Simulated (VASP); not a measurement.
# YB6 under strain

How does the pressure of YB6 answer to a change of volume? The bands are shown for each cell. All runs use LDA. Left out of this account: 1 further run (fields: a reference on another mesh). The start is a computed cell from the Materials Project.

Calculated with VASP 6.6.1; LDA; plane waves and PAW (Y_sv, B).

### Step 1. Starting point

It takes space group Pm-3m (No. 221, cubic). The conventional cell has a = 4.090 Å, b = 4.090 Å, c = 4.090 Å, α = 90.00°, β = 90.00°, γ = 90.00°. Y has 24 B at 3.00 Å nearest. Nearest to B lie 6 B at 1.63 to 2.46 Å and 4 Y at 3.00 Å. Farther neighbours are not listed.

### Step 2. Bands, cell as listed

The mesh alone shows little of the dispersion and can miss band extrema, so KPOINTS_OPT adds a path through the symmetry points after the self-consistent cycle. LDA, the lowest rung, knows the local density alone.

File INCAR:

```
SYSTEM = YB6
PREC = Accurate
ENCUT = 420
EDIFF = 1E-06
NELM = 100
ISMEAR = -1
SIGMA = 0.05
LREAL = .FALSE.
ALGO = Normal
GGA = CA
NBANDS = 32
LASPH = .TRUE.
LORBIT = 11
LWAVE = .FALSE.
LCHARG = .FALSE.
KPAR = 8
```

File POSCAR:

```
YB6
1.0
    4.0897680800      0.0000000000      0.0000000000
    0.0000000000      4.0897680800      0.0000000000
    0.0000000000      0.0000000000      4.0897680800
Y B
1 6
Direct
    0.0000000000      0.0000000000      0.0000000000
    0.8011341200      0.5000000000      0.5000000000
    0.1988658800      0.5000000000      0.5000000000
    0.5000000000      0.5000000000      0.8011341200
    0.5000000000      0.5000000000      0.1988658800
    0.5000000000      0.1988658800      0.5000000000
    0.5000000000      0.8011341200      0.5000000000
```

File KPOINTS:

```
Automatic mesh
0
Gamma
7 7 7
0 0 0
```

File KPOINTS_OPT:

```
Line mode
12
Line-mode
Reciprocal
  0.00000000   0.00000000   0.00000000 GAMMA
  0.00000000   0.50000000   0.00000000 X

  0.00000000   0.50000000   0.00000000 X
  0.50000000   0.50000000   0.00000000 M

  0.50000000   0.50000000   0.00000000 M
  0.00000000   0.00000000   0.00000000 GAMMA

  0.00000000   0.00000000   0.00000000 GAMMA
  0.50000000   0.50000000   0.50000000 R

  0.50000000   0.50000000   0.50000000 R
  0.00000000   0.50000000   0.00000000 X

  0.50000000   0.50000000   0.00000000 M
  0.50000000   0.50000000   0.50000000 R
```

The projector-augmented-wave data sets are Y_sv and B (LDA family, release 64).

Started as:

```console
> mpirun -np 8 vasp_std
```

What it wrote:

```text
[banner, memory and clock lines left out]
running    8 mpi-ranks, on    1 nodes
 distrk:  each k-point on    1 cores,    8 groups
 distr:  one band on    1 cores,    1 groups

 POSCAR found type information on POSCAR Y B
 POSCAR found :  2 types and       7 ions
|                                                                             |
|           W    W    AA    RRRRR   N    N  II  N    N   GGGG   !!!           |
|           W    W   A  A   R    R  NN   N  II  NN   N  G    G  !!!           |
|           W    W  A    A  R    R  N N  N  II  N N  N  G       !!!           |
|           W WW W  AAAAAA  RRRRR   N  N N  II  N  N N  G  GGG   !            |
|           WW  WW  A    A  R   R   N   NN  II  N   NN  G    G                |
|           W    W  A    A  R    R  N    N  II  N    N   GGGG   !!!           |
|                                                                             |
|     For optimal performance we recommend to set                             |
|       NCORE = 2 up to number-of-cores-per-socket                            |
|     NCORE specifies how many cores store one orbital (NPAR=cpu/NCORE).      |
|     This setting can greatly improve the performance of VASP for DFT.       |
|     The default, NCORE=1 might be grossly inefficient on modern             |
|     multi-core architectures or massively parallel machines. Do your        |
|     Unfortunately you need to use the default for GW and RPA                |
|     calculations (for HF NCORE is supported but not extensively tested      |
|     yet).                                                                   |
|                                                                             |

 LDA part: xc-table for (Slater(with rela. corr.)+CA(PZ))
 , standard interpolation
 POSCAR, INCAR and KPOINTS ok, starting setup
 FFT: planning ... GRIDC
 FFT: planning ... GRID_SOFT
 FFT: planning ... GRID
 WAVECAR not read
 entering main loop
       N       E                     dE             d eps       ncg     rms          rms(c)
DAV:   1     0.542537241145E+02    0.54254E+02   -0.11426E+04  1280   0.714E+02
DAV:   2    -0.597517641392E+02   -0.11401E+03   -0.10905E+03  1584   0.186E+02
DAV:   3    -0.638854889003E+02   -0.41337E+01   -0.40930E+01  1864   0.278E+01
DAV:   4    -0.639473452454E+02   -0.61856E-01   -0.61804E-01  1512   0.302E+00
DAV:   5    -0.639486203462E+02   -0.12751E-02   -0.12750E-02  1704   0.395E-01    0.149E+01
DAV:   6    -0.555558674390E+02    0.83928E+01   -0.49446E+00  1544   0.145E+01    0.133E+01
DAV:   7    -0.545965306008E+02    0.95934E+00   -0.28222E+00  1696   0.757E+00    0.117E+01
DAV:   8    -0.550805534537E+02   -0.48402E+00   -0.15958E+00  1408   0.618E+00    0.496E+00
DAV:   9    -0.545645553804E+02    0.51600E+00   -0.68485E-01  1384   0.440E+00    0.468E-01
DAV:  10    -0.545679367099E+02   -0.33813E-02   -0.67509E-02  1576   0.106E+00    0.141E+00
DAV:  11    -0.545664056049E+02    0.15311E-02   -0.11486E-03  1504   0.168E-01    0.829E-01
DAV:  12    -0.545652235363E+02    0.11821E-02   -0.22207E-03  1520   0.235E-01    0.133E-01
DAV:  13    -0.545652231878E+02    0.34843E-06   -0.26530E-04  1608   0.682E-02    0.346E-02
DAV:  14    -0.545652231125E+02    0.75377E-07   -0.35084E-06  1656   0.967E-03
   1 F= -.54565223E+02 E0= -.54557690E+02  d E =-.150662E-01
 Start KPOINTS_OPT (optional k-point list driver)
k-point batch [1-20\72]
       N       E                     dE             ncg
DAV:   1    -0.151106013903E+04   -0.10264E+05     1280
DAV:   2    -0.361989994879E+04   -0.21088E+04     1600
DAV:   3    -0.369751353416E+04   -0.77614E+02     1784
DAV:   4    -0.369884469074E+04   -0.13312E+01     1520
DAV:   5    -0.369886154717E+04   -0.16856E-01     1600
DAV:   6    -0.369886176439E+04   -0.21721E-03     1568
DAV:   7    -0.369886176769E+04   -0.33086E-05     1528
DAV:   8    -0.369886176776E+04   -0.64141E-07     1096
[...]
k-point batch [61-72\72]
       N       E                     dE             ncg
DAV:   1     0.493591789763E+04   -0.11564E+05      768
DAV:   2     0.355562380949E+04   -0.13803E+04      992
DAV:   3     0.350078122358E+04   -0.54843E+02     1064
DAV:   4     0.349994756131E+04   -0.83366E+00      856
DAV:   5     0.349993756894E+04   -0.99924E-02      968
DAV:   6     0.349993742378E+04   -0.14516E-03      880
DAV:   7     0.349993742118E+04   -0.26094E-05      976
DAV:   8     0.349993742112E+04   -0.50733E-07      584
```

It took 8.8 s on 8 MPI ranks of Intel Xeon 6975P-C (Granite Rapids), shared host; peak memory 1.5 GiB; 52 s of CPU time.

The logs omit lines about the potential files and the build; timing stands in the text.

From OUTCAR (step 2):

```text
ion  position               nearest neighbor table
   1  0.000  0.000  0.000-   2 3.00   3 3.00   4 3.00   5 3.00   6 3.00   7 3.00   2 3.00   3 3.00
                             6 3.00   7 3.00   2 3.00   3 3.00   4 3.00   5 3.00   2 3.00   3 3.00
   2  0.801  0.500  0.500-   3 1.63   4 1.74   5 1.74   6 1.74   7 1.74   1 3.00   1 3.00   1 3.00
                             1 3.00
   3  0.199  0.500  0.500-   2 1.63   4 1.74   5 1.74   6 1.74   7 1.74   1 3.00   1 3.00   1 3.00
                             1 3.00
   4  0.500  0.500  0.801-   5 1.63   3 1.74   2 1.74   6 1.74   7 1.74   1 3.00   1 3.00   1 3.00
                             1 3.00
   5  0.500  0.500  0.199-   4 1.63   3 1.74   2 1.74   6 1.74   7 1.74   1 3.00   1 3.00   1 3.00
                             1 3.00
   6  0.500  0.199  0.500-   7 1.63   3 1.74   4 1.74   5 1.74   2 1.74   1 3.00   1 3.00   1 3.00
                             1 3.00
   7  0.500  0.801  0.500-   6 1.63   3 1.74   4 1.74   5 1.74   2 1.74   1 3.00   1 3.00   1 3.00
                             1 3.00

  LATTYP: Found a simple cubic cell.
 ALAT       =     4.0897680800

 Subroutine GETGRP returns: Found 48 space group operations
 (whereof 48 operations were pure point group operations)

The static configuration has the point symmetry O_h .

 Found     20 irreducible k-points:

   k-points           NKPTS =     20   k-points in BZ     NKDIM =     20   number of bands    NBANDS=     32

   dimension x,y,z NGX =    28 NGY =   28 NGZ =   28
   dimension x,y,z NGXF=    56 NGYF=   56 NGZF=   56

   ENCUT  =  420.0 eV  30.87 Ry    5.56 a.u.   6.83  6.83  6.83*2*pi/ulx,y,z

   NELECT =      29.0000    total number of electrons

 k-points in reciprocal lattice and weights: Automatic mesh
   0.00000000  0.00000000  0.00000000       0.003
   0.14285714  0.00000000  0.00000000       0.017
   0.28571429  0.00000000  0.00000000       0.017
   0.42857143  0.00000000  0.00000000       0.017
   0.14285714  0.14285714  0.00000000       0.035
   0.28571429  0.14285714  0.00000000       0.070
   0.42857143  0.14285714  0.00000000       0.070
   0.28571429  0.28571429  0.00000000       0.035
   0.42857143  0.28571429  0.00000000       0.070
[...]
0.42857143  0.42857143  0.28571429       0.070
   0.42857143  0.42857143  0.42857143       0.023

 average (electrostatic) potential at core
       1 -35.5621       2 -31.3246       3 -31.3246       4 -31.3246       5 -31.3246
       6 -31.3246       7 -31.3246

 E-fermi :   6.5816

 k-point     1 :       0.0000    0.0000    0.0000
  band No.  band energies     occupation
    ...
     10      -0.4397      2.00000
     11      -0.4397      2.00000
     12       4.5513      2.00000
     13       4.5513      2.00000
     14       4.5513      2.00000
     15       7.5195      0.00000
     16       7.5195      0.00000
     17       7.6442      0.00000
     18       7.6442      0.00000
     19       7.6442      0.00000
    ...

 k-point     2 :       0.1429    0.0000    0.0000
  band No.  band energies     occupation
    ...
     11       0.5409      2.00000
     12       4.0255      2.00000
     13       4.0255      2.00000
     14       4.6491      2.00000
     15       6.0302      1.99997
     16       7.7049      0.00000
     17       8.2765      0.00000
     18       8.2765      0.00000
     19       9.2315      0.00000
     20       9.2510      0.00000
    ...

 k-point     3 :       0.2857    0.0000    0.0000
  band No.  band energies     occupation
    ...
     11       1.9838      2.00000
     12       3.2182      2.00000
     13       3.2182      2.00000
     14       4.7761      2.00000
     15       4.9044      2.00000
     16       8.1385      0.00000
     17       8.1385      0.00000
     18       8.1817      0.00000
     19       8.6063      0.00000
     20       9.6522      0.00000
    ...

  Total       -2.5903148     -2.5903148     -2.5903148      0.0000000      0.0000000     -0.0000000
  in kB      -60.6690353    -60.6690353    -60.6690353      0.0000000      0.0000000     -0.0000000
  external PRESSURE =     -60.6690353 kB  Pullay stress =       0.0000000 kB

  energy-cutoff  :      420.00
  volume of cell :       68.41
      direct lattice vectors                 reciprocal lattice vectors
     4.089768080  0.000000000  0.000000000     0.244512642  0.000000000  0.000000000
     0.000000000  4.089768080  0.000000000     0.000000000  0.244512642  0.000000000
     0.000000000  0.000000000  4.089768080     0.000000000  0.000000000  0.244512642

 POSITION                                       TOTAL-FORCE (eV/Angst)
 -----------------------------------------------------------------------------------
      0.00000      0.00000      0.00000         0.000000     -0.000000      0.000000
      3.27645      2.04488      2.04488        -0.169992     -0.000000     -0.000000
      0.81332      2.04488      2.04488         0.169992     -0.000000      0.000000
      2.04488      2.04488      3.27645        -0.000000     -0.000000     -0.169992
      2.04488      2.04488      0.81332        -0.000000     -0.000000      0.169992
      2.04488      0.81332      2.04488        -0.000000      0.169992     -0.000000
      2.04488      3.27645      2.04488         0.000000     -0.169992      0.000000
 -----------------------------------------------------------------------------------
    total drift:                               -0.000000      0.000000      0.000000

  FREE ENERGIE OF THE ION-ELECTRON SYSTEM (eV)
  ---------------------------------------------------
  free  energy   TOTEN  =       -54.5652231125 eV

  energy  without entropy=      -54.5501569454  energy(sigma->0) =      -54.55769003

 total charge
# of ion       s       p       d       f       tot
--------------------------------------------------
    1        2.105   6.184   0.914   0.055   9.259
    2        0.698   1.409   0.000   0.000   2.107
    3        0.698   1.409   0.000   0.000   2.107
    4        0.698   1.409   0.000   0.000   2.107
    5        0.698   1.409   0.000   0.000   2.107
    6        0.698   1.409   0.000   0.000   2.107
    7        0.698   1.409   0.000   0.000   2.107
--------------------------------------------------
tot          6.292  14.638   0.914   0.055  21.900

[... 3 further parts left out ...]
```

This run has no spin polarisation. Its electron count is odd, so without a moment it is a metal by construction. At this level the cell is under a tension of 6.1 GPa, so at these settings it is away from equilibrium.

This step gave:

- SCF cycles: 14
- electrons: 29
- bands: 32
- irreducible k-points: 20
- symmetry operations: 48
- free energy (TOTEN): -54.5652 eV
- energy at zero smearing: -54.5577 eV
- Fermi energy: 6.582 eV
- pressure: -6.067 GPa
- metallic: yes

The electronic bands at the labelled points (eV, zero at the Fermi level; # counts the bands kept, so #1 is VASP's band 6):

```csv
point,#6,#7,#8,#9,#10,#11,#12,#13
Γ,-7.02,-2.03,-2.03,-2.03,0.94,0.94,1.06,1.06
0.55 of the way,-4.72,-3.30,-3.30,-1.71,-1.70,1.55,1.60,1.60
X,-3.93,-3.93,-3.42,-2.66,-1.37,1.13,1.13,1.42
0.45 of the way,-4.81,-4.27,-3.25,-3.02,-1.16,1.22,2.30,2.37
M,-4.64,-4.64,-3.05,-3.05,1.52,1.52,1.78,2.22
0.45 of the way,-4.71,-4.33,-3.89,-2.84,-0.07,0.09,1.93,2.02
Γ,-7.02,-2.03,-2.03,-2.03,0.94,0.94,1.06,1.06
0.55 of the way,-4.96,-4.05,-4.05,-3.86,1.30,1.30,2.32,2.48
R,-5.92,-2.60,-2.60,-2.60,2.50,2.74,2.74,3.06
0.45 of the way,-5.36,-3.88,-3.85,-2.86,0.89,2.03,2.21,2.45
X,-3.93,-3.93,-3.42,-2.66,-1.37,1.13,1.13,1.42
jump to M,-4.64,-4.64,-3.05,-3.05,1.52,1.52,1.78,2.22
0.45 of the way,-5.31,-4.53,-2.75,-2.75,2.13,2.37,2.37,2.42
R,-5.92,-2.60,-2.60,-2.60,2.50,2.74,2.74,3.06
```

Of the projections kept (Y, B), the largest for each band there; the rest of the weight can lie on other orbitals:

```csv
point,#6,#7,#8,#9,#10,#11,#12,#13
Γ,B 0.91,B 0.78,B 0.78,B 0.78,Y 0.78,Y 0.78,B 0.92,B 0.92
X,B 0.89,B 0.89,B 0.96,Y 0.67,B 0.98,Y 0.63,Y 0.63,Y 1.00
M,B 0.77,B 0.77,B 0.99,B 0.99,B 0.67,B 0.67,Y 0.93,Y 0.93
Γ,B 0.91,B 0.78,B 0.78,B 0.78,Y 0.78,Y 0.78,B 0.92,B 0.92
R,B 0.80,B 1.00,B 1.00,B 1.00,Y 1.00,Y 1.00,Y 1.00,Y 0.87
X,B 0.89,B 0.89,B 0.96,Y 0.67,B 0.98,Y 0.63,Y 0.63,Y 1.00
```

Force by atom:

```csv
atom,x (eV/Å),y (eV/Å),z (eV/Å),size
Y1,0.000,0.000,0.000,0.000
B2,-0.170,0.000,0.000,0.170
B3,0.170,0.000,0.000,0.170
B4,0.000,0.000,-0.170,0.170
B5,0.000,0.000,0.170,0.170
B6,0.000,0.170,0.000,0.170
B7,0.000,-0.170,0.000,0.170
```

There is no gap at this level.

(Part 1 of 4 ends here.)

[Lines on the potential files, build, host, timing and source positions are cut from VASP's logs without a mark.]

[Logs are printed without paths, hosts, clocks, repeated set-up lines and the standing remarks that a program may print on its own settings, such as how far it seeks lower states.]

[Hosts, paths, dates, database ids (printed as entryN), source tags and the programs' standing remarks are cut or masked in the printed files.]

[A measured line is paired with the nearest computed mode of its activity, which favours agreement.]

[In band tables of VASP the shares of atoms and orbitals are scaled to a sum of 1 inside the atoms' spheres.]
